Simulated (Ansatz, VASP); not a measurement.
**Cross-check of ZnCu2SnSe4 between VASP and Ansatz**

Wanted: the spread between two codes on one cell, functional and k mesh.

Method: plane waves, with VASP 6.6.1 beside it; single point at PBE, in Ansatz 0.2.0.

### 1. The starting structure

Symmetry: I-4, No. 82, tetragonal system. The conventional cell has a = 5.771 Å, b = 5.771 Å, c = 11.480 Å, α = 90.00°, β = 90.00°, γ = 90.00°. Sn has 4 Se at 2.62 Å nearest. Nearest to Se lie 2 Cu at 2.44 Å and 1 Zn at 2.49 Å and 1 Sn at 2.62 Å. Nearest to Zn lie 4 Se at 2.49 Å. Cu has 4 Se at 2.44 Å nearest. Nearest to Cu lie 4 Se at 2.44 Å. Farther neighbours and most contacts between anions are not listed.

### 2. Ansatz: single point, PBE

Ansatz runs on its default PAW (the set named soft_2) files.

With cell and atoms fixed, the geometry can't cause a difference; cores, projectors, grids and the points listed under the comparison can.

File input.yaml:

```yaml
crystal:
  lattice:
    - [-2.885637, 2.885637, 5.739831]
    - [2.885637, -2.885637, 5.739831]
    - [2.885637, 2.885637, -5.739831]
  atoms:
    - { symbol: Sn, position: [0.5, 0.5, 0.0] }
    - { symbol: Se, position: [0.363466, 0.889713, 0.99322] }
    - { symbol: Se, position: [0.896493, 0.370246, 0.00678] }
    - { symbol: Se, position: [0.110287, 0.103507, 0.473753] }
    - { symbol: Se, position: [0.629754, 0.636534, 0.526247] }
    - { symbol: Zn, position: [0.75, 0.25, 0.5] }
    - { symbol: Cu, position: [0.0, 0.0, 0.0] }
    - { symbol: Cu, position: [0.25, 0.75, 0.5] }
hamiltonian:
  xc: pbe
  pseudopotentials: { kind: paw }
kpoints:
  mp_grid: { grid: [7, 7, 7] }
scf:
  occupations: { method: fermi_dirac, width: 0.05 }
  n_extra_bands: 6
output:
  forces: true
  stress: true
  eigenvalues: true
  write_density: true
  write_potential: true
  elf: true
  volumetric_format: npy
```

Started as:

```sh
ansatz run input.yaml --threads 4 --pin off --max-ram 9216MiB --backend cpu --events-out ev --progress --plain --runs-dir out
```

Numbers of over 12 decimals in the logs are rounded to 6 here.

The program printed:

```text
scf.n_extra_bands = 6 over 64 filled bands (N_el = 128.0): the run solves 70 bands
Engine: ansatz 0.2.0, aarch64-unknown-linux-gnu
Pseudopotentials: kind: paw
Pseudopotential: Sn, paw, valence charge 14, recommended cutoff 420 eV (normal), Sn.paw.azcp
Pseudopotential: Se, paw, valence charge 16, recommended cutoff 420 eV (normal), Se.paw.azcp
Pseudopotential: Zn, paw, valence charge 12, recommended cutoff 420 eV (normal), Zn.paw.azcp
Pseudopotential: Cu, paw, valence charge 19, recommended cutoff 420 eV (normal), Cu.paw.azcp
Functional definition: PBE
  parameter kappa = 0.804
  parameter beta = 0.066725
  exchange = pbe_x(kappa = kappa, mu = beta*pi^2/3)
  correlation = pbe_c(beta = beta)
Crystal: 8 atoms, lattice volume = 191.180 Å³
Basis set: ecut = 420 eV, 3739 PW (Γ), exchange–correlation on 96×96×96 points (8 copies of the dense FFT grid, shifted against one another)
Bands: 70, of which v1, the nominal top of the filled ones, is band 64 counted from 1 (63 counted from 0)
Symmetry: 4 space group operations
Space group: I-4 (ITA 82), of the structure as read, at distance tolerance 5.8e-5 Å
k-points: 52 of 343 (time reversal used)
Non-local potential: Sn, projectors of the file, l = 0: 2, l = 1: 2, l = 2: 2, l = 3: 2
Non-local potential: Se, projectors of the file, l = 0: 2, l = 1: 2, l = 2: 3, l = 3: 1
Non-local potential: Zn, projectors of the file, l = 0: 2, l = 1: 2, l = 2: 3, l = 3: 1
Non-local potential: Cu, projectors of the file, l = 0: 3, l = 1: 2, l = 2: 3, l = 3: 1
PAW form: soft (Blöchl's): semilocal exchange-correlation on the pseudo side does not see the compensation charge
PAW one-centre angular grid: Sn, 590 points (default); XC on 64 Gauss nodes
PAW one-centre angular grid: Se, 590 points (default); XC on 64 Gauss nodes
PAW one-centre angular grid: Zn, 590 points (default); XC on 64 Gauss nodes
PAW one-centre angular grid: Cu, 590 points (default); XC on 64 Gauss nodes
Initial density: superposition of atomic densities (neutral atoms: chi_scale 0, normalization atom), corrected by the library's trained network
Initial wavefunctions: pseudopotential atomic-orbital guess
Functional: x = pbe(κ = 0.804, μ = 0.219515), c = pbe(β = 0.066725)
SCF iter   1: F=—  HF=-44473.043227 eV  |F-HF|=—  |Δ(HF+E_count)|=         —  Δρ=1.35e-3  dr2=3.16e-3  ethr=1.77e-3  ⟨swp⟩=6.0  Hψ=13646  notcnv=0
preconditioner: auto → Resta (q_TF=auto, 2.552 Å⁻¹)  ε∞=6.1  [insulator: Δε(μ)=0.292 eV  Ē_g=10.091 eV  σ=0.050 eV  W_gap=0.79  n_scr=60 (ndim 8)  ℏωp=22.8 eV  f_vac=0.138  D(μ)=0.13/eV (n_scr^D=0)  ε∞_Penn≈6.1]
SCF iter   2: F=—  HF=-44473.043752 eV  |F-HF|=—  |Δ(HF+E_count)|=   5.25e-4  Δρ=1.39e-3  dr2=2.06e-3  ethr=2.47e-6  ⟨swp⟩=3.0  Hψ=8232  notcnv=0  defer=2
SCF iter   3: F=—  HF=-44473.043392 eV  |F-HF|=—  |Δ(HF+E_count)|=   3.60e-4  Δρ=5.30e-4  dr2=5.27e-4  ethr=1.61e-6  ⟨swp⟩=2.0  Hψ=6865  notcnv=0  defer=2
SCF iter   4: F=—  HF=-44473.043427 eV  |F-HF|=—  |Δ(HF+E_count)|=   3.54e-5  Δρ=1.71e-4  dr2=5.37e-5  ethr=4.12e-7  ⟨swp⟩=2.0  Hψ=4941  notcnv=0  defer=2
SCF iter   5: F=—  HF=-44473.043432 eV  |F-HF|=—  |Δ(HF+E_count)|=   4.55e-6  Δρ=1.28e-4  dr2=2.78e-5  ethr=4.20e-8  ⟨swp⟩=2.0  Hψ=6813  notcnv=0  defer=2
SCF iter   6: F=—  HF=-44473.043435 eV  |F-HF|=—  |Δ(HF+E_count)|=   3.47e-6  Δρ=8.56e-5  dr2=1.27e-5  ethr=2.17e-8  ⟨swp⟩=2.0  Hψ=6917  notcnv=0  defer=2
SCF iter   7: F=—  HF=-44473.043437 eV  |F-HF|=—  |Δ(HF+E_count)|=   1.41e-6  Δρ=2.44e-5  dr2=2.25e-6  ethr=9.90e-9  ⟨swp⟩=2.0  Hψ=4941  notcnv=0  defer=2
SCF iter   8: F=—  HF=-44473.043438 eV  |F-HF|=—  |Δ(HF+E_count)|=   1.15e-6  Δρ=1.56e-5  dr2=5.36e-7  ethr=1.76e-9  ⟨swp⟩=2.0  Hψ=5201  notcnv=0  defer=2
SCF iter   9: F=-44473.043438 eV  HF=-44473.043438 eV  |F-HF|=3.72e-8  |Δ(HF+E_count)|=   4.27e-7  Δρ=6.72e-6  dr2=8.70e-8  ethr=7.81e-11  ⟨swp⟩=10.0  Hψ=27572  notcnv=0
SCF 1 converged in 9 iterations: F = -44473.043438 eV  dr2 = 8.70e-8
  greatest PAW one-centre occupation: 1.000 electrons in one spin orbital (limit 2), on the Cu atom at site 7 (counted from 0), in its partial waves of l = 0
SCF converged after 9 iterations
Free energy (F): -44473.043438 eV
Harris-Foulkes:  -44473.043438 eV  (|F-HF|=3.72e-8)
Internal energy: -44473.041802 eV  (E = F + TS)
E sigma→0 (E₀):  -44473.042620 eV
Entropy (-TS):   -0.001637 eV (-0.205 meV/atom)
Fermi energy:    8.257142 eV
--- Per-component energies (eV) ---
  E_band       = -2669.576485
  E_kinetic    = 1389.716885
  E_local      = -24467.099468  (includes V_loc(G=0)·N_el)
  E_nonlocal   = -1001.711218
  E_hartree    = 11494.493425
  E_xc         = -1111.019646
  E_vxc        = -765.818111  (∫ρ·V_xc dr)
  E_paw        = -16953.932584  (= ΣΔE_a)
  E_vpaw       = -813.628885  (= ΣTr[D̂ρ^β])
  E_aug_tail   = -0.002091  (compensation charges beyond the density's cutoff)
  E_ewald      = -13823.487106
  E_smearing   = -0.001637  (= −TS)
  E_closure    = 0.000000  (closes the sum)
  Σ components = -44473.043438   (vs F -44473.043438, Δ=0.00e0)
--- Forces (eV/Å), atoms counted from 1 ---
  atom   1  Sn     0.00000000    -0.00000000     0.00000000
  atom   2  Se    -0.00510422    -0.10288517     0.03092874
  atom   3  Se     0.00510422     0.10288517     0.03092874
  atom   4  Se    -0.10288517     0.00510422    -0.03092874
  atom   5  Se     0.10288517    -0.00510422    -0.03092874
  atom   6  Zn    -0.00000000     0.00000000     0.00000000
  atom   7  Cu    -0.00000000    -0.00000000     0.00000000
  atom   8  Cu     0.00000000    -0.00000000     0.00000000
  max |Σ_I F_I| component: 4.51e-17 eV/Å
--- Stress (GPa, compression-positive) ---
        0.080857      -0.000000      -0.000000
        0.000000       0.080857      -0.000000
       -0.000000      -0.000000       0.206065
  P = ⅓ Tr σ = 0.1226 GPa (1.226 kbar)
--- Band table (eV; the first three rows and the last of 52) ---
  k-point 0: bands = [... 60 lower, 6.7036, 7.8817, 8.1404, 8.1404, 8.1897, 9.9251, 10.4324, 11.5604, ... 2 higher]
  k-point 1: bands = [... 60 lower, 6.8412, 7.1728, 7.9328, 8.0930, 8.8046, 10.3349, 10.8266, 11.4084, ... 2 higher]
  k-point 2: bands = [... 60 lower, 6.8696, 7.0780, 7.5122, 7.9562, 9.0346, 10.7868, 10.8821, 11.3134, ... 2 higher]
  k-point 51: bands = [... 60 lower, 6.9730, 7.2116, 7.2428, 7.3695, 9.1056, 10.0574, 10.2217, 10.5172, ... 2 higher]
```

Run time: 24 s. Hardware: 4 threads of Arm Neoverse V2, shared host; peak memory 0.89 GiB; 94 s of CPU time.

In the SCF lines HF is the Harris–Foulkes energy and dr2 the Hartree energy of the density residual, in eV; the loop may stop once dr2 is under the threshold and the program's other checks hold. Hψ counts applications of the Hamiltonian.

The run ends at a pressure of 0.12 GPa, with forces up to 0.11 eV/Å.

### 3. VASP: single point, PBE

The same cell, functional, mesh and smearing now go to VASP, with its own data sets and cutoff.

Lines of VASP's logs that name or quote its potential files are left out, and so is its time.

File INCAR:

```
SYSTEM = ZnCu2SnSe4
PREC = Accurate
ENCUT = 400
EDIFF = 1E-06
NELM = 100
ISMEAR = -1
SIGMA = 0.05
LREAL = .FALSE.
ALGO = Normal
GGA = PE
NBANDS = 44
LORBIT = 11
LWAVE = .FALSE.
LCHARG = .FALSE.
KPAR = 4
ISIF = 2
```

File POSCAR:

```
ZnCu2SnSe4
1.0
   -2.8856370000      2.8856370000      5.7398310000
    2.8856370000     -2.8856370000      5.7398310000
    2.8856370000      2.8856370000     -5.7398310000
Sn Se Zn Cu
1 4 1 2
Direct
    0.5000000000      0.5000000000      0.0000000000
    0.3634660000      0.8897130000      0.9932200000
    0.8964930000      0.3702460000      0.0067800000
    0.1102870000      0.1035070000      0.4737530000
    0.6297540000      0.6365340000      0.5262470000
    0.7500000000      0.2500000000      0.5000000000
    0.0000000000      0.0000000000      0.0000000000
    0.2500000000      0.7500000000      0.5000000000
```

File KPOINTS:

```
Automatic mesh
0
Gamma
7 7 7
0 0 0
```

Potentials, in the order of the species: Sn_d, Se, Zn and Cu (PBE family, release 64).

Started as:

```sh
mpirun -np 4 vasp_std
```

The program printed:

```text
[banner, memory and clock lines left out]
running    4 mpi-ranks, on    1 nodes
 distrk:  each k-point on    1 cores,    4 groups
 distr:  one band on    1 cores,    1 groups

 POSCAR found type information on POSCAR SnSeZnCu
 POSCAR found :  4 types and       8 ions
 LDA part: xc-table for (Slater+PW92), standard interpolation
 POSCAR, INCAR and KPOINTS ok, starting setup
 FFT: planning ... GRIDC
 FFT: planning ... GRID_SOFT
 FFT: planning ... GRID
 WAVECAR not read
 entering main loop
       N       E                     dE             d eps       ncg     rms          rms(c)
DAV:   1     0.637402419809E+03    0.63740E+03   -0.27071E+04  4588   0.163E+03
DAV:   2     0.717983166586E+02   -0.56560E+03   -0.55020E+03  4576   0.436E+02
DAV:   3    -0.247840630691E+02   -0.96582E+02   -0.94482E+02  5860   0.186E+02
DAV:   4    -0.311238791466E+02   -0.63398E+01   -0.62590E+01  5872   0.478E+01
DAV:   5    -0.313852779762E+02   -0.26140E+00   -0.26085E+00  6504   0.105E+01    0.122E+01
DAV:   6    -0.315948678566E+02   -0.20959E+00   -0.33525E+01  6952   0.911E+01    0.970E+00
DAV:   7    -0.295035858641E+02    0.20913E+01   -0.81944E+00  5964   0.686E+01    0.467E+00
DAV:   8    -0.296919551202E+02   -0.18837E+00   -0.40162E+00  7260   0.251E+01    0.329E+00
DAV:   9    -0.295865296472E+02    0.10543E+00   -0.12402E+00  6352   0.190E+01    0.768E-01
DAV:  10    -0.295803971608E+02    0.61325E-02   -0.97373E-02  6636   0.618E+00    0.208E-01
DAV:  11    -0.295815267742E+02   -0.11296E-02   -0.12265E-02  7120   0.207E+00    0.182E-01
DAV:  12    -0.295818603424E+02   -0.33357E-03   -0.24792E-03  7000   0.115E+00    0.710E-02
DAV:  13    -0.295818867881E+02   -0.26446E-04   -0.83327E-04  7248   0.466E-01    0.192E-02
DAV:  14    -0.295818974192E+02   -0.10631E-04   -0.89723E-05  6300   0.121E-01    0.129E-02
DAV:  15    -0.295819032029E+02   -0.57837E-05   -0.20023E-05  6504   0.483E-02    0.456E-03
DAV:  16    -0.295819040973E+02   -0.89443E-06   -0.19918E-06  3808   0.160E-02
   1 F= -.29581904E+02 E0= -.29581101E+02  d E =-.160566E-02
```

OUTCAR, selected parts (step 3):

```text
ion  position               nearest neighbor table
   1  0.500  0.500  0.000-   5 2.62   2 2.62   3 2.62   4 2.62
   2  0.363  0.890  0.993-   8 2.44   7 2.44   6 2.49   1 2.62
   3  0.896  0.370  0.007-   8 2.44   7 2.44   6 2.49   1 2.62
   4  0.110  0.104  0.474-   8 2.44   7 2.44   6 2.49   1 2.62
   5  0.630  0.637  0.526-   8 2.44   7 2.44   6 2.49   1 2.62
   6  0.750  0.250  0.500-   3 2.49   4 2.49   5 2.49   2 2.49
   7  0.000  0.000  0.000-   2 2.44   3 2.44   4 2.44   5 2.44
   8  0.250  0.750  0.500-   2 2.44   4 2.44   5 2.44   3 2.44

  LATTYP: Found a body centered tetragonal cell.
 ALAT       =     5.7712740000
 C/A-ratio  =     1.9891036191

 Subroutine GETGRP returns: Found  4 space group operations
 (whereof  4 operations were pure point group operations)

The static configuration has the point symmetry S_4 .

 Found     52 irreducible k-points:

   k-points           NKPTS =     52   k-points in BZ     NKDIM =     52   number of bands    NBANDS=     44

   dimension x,y,z NGX =    48 NGY =   48 NGZ =   48
   dimension x,y,z NGXF=    96 NGYF=   96 NGZF=   96

   ENCUT  =  400.0 eV  29.40 Ry    5.42 a.u.  11.48 11.48 11.48*2*pi/ulx,y,z

   NELECT =      72.0000    total number of electrons

 k-points in reciprocal lattice and weights: Automatic mesh
   0.00000000  0.00000000  0.00000000       0.003
   0.14285714  0.00000000  0.00000000       0.023
   0.28571429  0.00000000  0.00000000       0.023
   0.42857143  0.00000000  0.00000000       0.023
   0.14285714  0.14285714  0.00000000       0.023
   0.28571429  0.14285714  0.00000000       0.023
  -0.28571429 -0.14285714  0.42857143       0.023
   0.42857143  0.14285714  0.00000000       0.023
  -0.42857143 -0.14285714 -0.42857143       0.023
[...]
-0.42857143  0.42857143  0.42857143       0.012
  -0.42857143 -0.42857143  0.42857143       0.006

 average (electrostatic) potential at core
       1-104.1676       2 -54.9930       3 -54.9930       4 -54.9930       5 -54.9930
       6 -35.8672       7 -66.8569       8 -66.8232

 E-fermi :   3.6940

 k-point     1 :       0.0000    0.0000    0.0000
  band No.  band energies     occupation
    ...
     33       2.1329      2.00000
     34       3.3276      1.99869
     35       3.5767      1.82524
     36       3.5767      1.82523
     37       3.6256      1.59402
     38       5.3665      0.00000
     39       5.8758      0.00000
     40       7.0033      0.00000
     41       7.0033      0.00000
     42       8.0399      0.00000
    ...

 k-point     2 :       0.1429    0.0000    0.0000
  band No.  band energies     occupation
    ...
     32       2.0750      2.00000
     33       2.1999      2.00000
     34       2.7946      2.00000
     35       3.4045      1.99390
     36       3.5364      1.91797
     37       4.1592      0.00018
     38       5.6547      0.00000
     39       6.0724      0.00000
     40       6.8267      0.00000
     41       6.8747      0.00000
    ...

 k-point     3 :       0.2857    0.0000    0.0000
  band No.  band energies     occupation
    ...
     32       2.1344      2.00000
     33       2.2745      2.00000
     34       2.5378      2.00000
     35       2.9998      2.00000
     36       3.3361      1.99844
     37       4.6274      0.00000
     38       6.1576      0.00000
     39       6.4041      0.00000
     40       6.5892      0.00000
     41       6.9380      0.00000
    ...

  Total        0.0911694      0.0911694      0.2376427      0.0000000      0.0000000     -0.0000000
  in kB        0.7640416      0.7640416      1.9915560      0.0000001      0.0000000     -0.0000000
  external PRESSURE =       1.1732131 kB  Pullay stress =       0.0000000 kB

  energy-cutoff  :      400.00
  volume of cell :      191.18
      direct lattice vectors                 reciprocal lattice vectors
    -2.885637000  2.885637000  5.739831000     0.000000000  0.173271967  0.087110579
     2.885637000 -2.885637000  5.739831000     0.173271967  0.000000000  0.087110579
     2.885637000  2.885637000 -5.739831000     0.173271967  0.173271967  0.000000000

 POSITION                                       TOTAL-FORCE (eV/Angst)
 -----------------------------------------------------------------------------------
      0.00000      0.00000      5.73983         0.000000      0.000000     -0.000000
      4.38463      1.34751      1.49212        -0.013281     -0.090755      0.023455
     -1.49899      1.53812      7.23195         0.013281      0.090755      0.023455
      1.34751      1.38664     -1.49212        -0.090755      0.013281     -0.023455
      1.53812      1.49899      4.24771         0.090755     -0.013281     -0.023455
     -0.00000      2.88564      2.86992         0.000000      0.000000     -0.000000
      0.00000      0.00000      0.00000         0.000000     -0.000000     -0.000000
      2.88564     -0.00000      2.86992        -0.000000      0.000000     -0.000000
 -----------------------------------------------------------------------------------
    total drift:                                0.000048      0.000048      0.000045

  FREE ENERGIE OF THE ION-ELECTRON SYSTEM (eV)
  ---------------------------------------------------
  free  energy   TOTEN  =       -29.5819040973 eV

  energy  without entropy=      -29.5802984352  energy(sigma->0) =      -29.58110127

 total charge
# of ion       s       p       d       tot
------------------------------------------
    1        1.158   1.009  10.042  12.209
    2        1.453   2.348   0.042   3.843
    3        1.453   2.348   0.042   3.843
    4        1.453   2.348   0.042   3.843
    5        1.453   2.348   0.042   3.843
    6        0.539   0.417   9.778  10.734
    7        0.362   0.316   9.260   9.938
    8        0.361   0.319   9.261   9.940
--------------------------------------------------
tot          8.232  11.452  38.510  58.195

[... 3 further parts left out ...]
```

The run ends at a pressure of 0.12 GPa, with forces up to 0.095 eV/Å.

### 4. Side by side

Known differences besides the potentials themselves: the data sets hold 128 valence electrons in Ansatz (default PAW (the set named soft_2) files) and 72 in VASP; the cutoff is 420 eV in Ansatz and 400 eV in VASP; VASP leaves aspherical gradient terms in its spheres out (LASPH is not set), Ansatz keeps them. Total energies have different zeros and are not compared.

Compared:

```tsv
quantity	Ansatz	VASP	difference
pressure (GPa)	0.12	0.12	+0.01
```

Forces (eV/Å; atoms numbered as in POSCAR):

```tsv
atom	Ansatz x, y, z	VASP x, y, z
Sn1	0.000, 0.000, 0.000	0.000, 0.000, 0.000
Se2	-0.005, -0.103, 0.031	-0.013, -0.091, 0.023
Se3	0.005, 0.103, 0.031	0.013, 0.091, 0.023
Se4	-0.103, 0.005, -0.031	-0.091, 0.013, -0.023
Se5	0.103, -0.005, -0.031	0.091, -0.013, -0.023
Zn6	0.000, 0.000, 0.000	0.000, 0.000, 0.000
Cu7	0.000, 0.000, 0.000	0.000, 0.000, 0.000
Cu8	0.000, 0.000, 0.000	0.000, 0.000, 0.000
```

The forces differ by 6.7 meV/Å r.m.s., which is 17.4 % of the r.m.s. force of 0.04 eV/Å (both taken over all components). Ansatz's pressure holds a Pulay correction of 0.04 GPa; VASP's holds none.

### 5. Results

```yaml
r_m_s_force_difference_single_point_pbe: 6.7 meV/Å
```

**Reading.** The r.m.s. force difference is 6.7 meV/Å (single point, PBE), within the 12 meV/Å picked in this series as the mark of a large difference. How closely two codes agree says nothing of how well the functional describes the real material.

[Lines on the potential files, build, host, timing and source positions are cut from VASP's logs without a mark.]

[Logs are printed without paths, hosts, clocks, repeated set-up lines and the standing remarks that a program may print on its own settings, such as how far it seeks lower states.]

[Hosts, paths, dates, database ids (printed as entryN), source tags and the programs' standing remarks are cut or masked in the printed files.]
